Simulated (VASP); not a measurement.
Data:

```
CELL_PARAMETERS angstrom
      5.74112     0.00000     0.00000
      0.00000     6.22163     0.00000
      0.00000     0.00000     2.98876
ATOMIC_POSITIONS crystal
  Ge 0.83039 0.37320 0.00000
  Ge 0.16961 0.62680 0.00000
  Ge 0.33039 0.12680 0.50000
  Ge 0.66961 0.87320 0.50000
  Pt 0.00000 0.00000 0.00000
  Pt 0.50000 0.50000 0.50000
```

Level of theory: LDA (Ceperley-Alder, Perdew-Zunger), VASP's LDA PAW potentials (set 64) (plane waves; VASP 6.6.1). Numerical set-up: 300 eV cut-off, 3×3×6 Γ-centred mesh, Fermi-Dirac smearing of 0.050 eV, potentials Ge_d Pt.

Q: Give the energies of bands 31 to 44 at the high-symmetry points, in eV from the Fermi level.

A: 
```
band      Γ      X      S      Y      Z      U      R      T
----  -----  -----  -----  -----  -----  -----  -----  -----
31    -3.21  -3.20  -3.23  -3.24  -3.27  -3.60  -3.90  -3.38
32    -3.16  -3.20  -3.23  -3.24  -3.27  -3.60  -3.90  -3.38
33    -3.15  -2.92  -2.38  -3.17  -2.61  -3.41  -3.10  -2.15
34    -2.42  -2.92  -2.38  -3.17  -2.61  -3.41  -3.10  -2.15
35    -2.35  -2.41  -2.05  -2.42  -1.32  -2.20  -2.58  -1.42
36    -2.32  -2.41  -2.05  -2.42  -1.32  -2.20  -2.58  -1.42
37    -2.15  -0.81  -0.40  -0.74  -1.29  -1.11  -0.32  -0.53
38    -1.97  -0.81  -0.40  -0.74  -1.29  -1.11  -0.32  -0.53
39     1.62   3.98   1.19   2.93  -0.16   0.12   0.96   0.59
40     3.77   3.98   1.19   2.93  -0.16   0.12   0.96   0.59
41     5.46   4.25   4.70   3.77   1.88   2.26   3.05   0.88
42     5.52   4.25   4.70   3.77   1.88   2.26   3.05   0.88
43     5.83   5.48   6.13   4.85   2.95   4.78   4.11   2.54
44     5.99   5.48   6.13   4.85   2.95   4.78   4.11   2.54
```

It has no gap at this level: it comes out as a metal or semimetal.

The structure comes from a computed database's Ge2Pt entry (Pnnm); how it stands against other phases isn't given here. The cell was not relaxed at this level. The k-mesh is coarse (spacing up to 0.36 per Å, 2π included), so the numbers may not be converged in it.
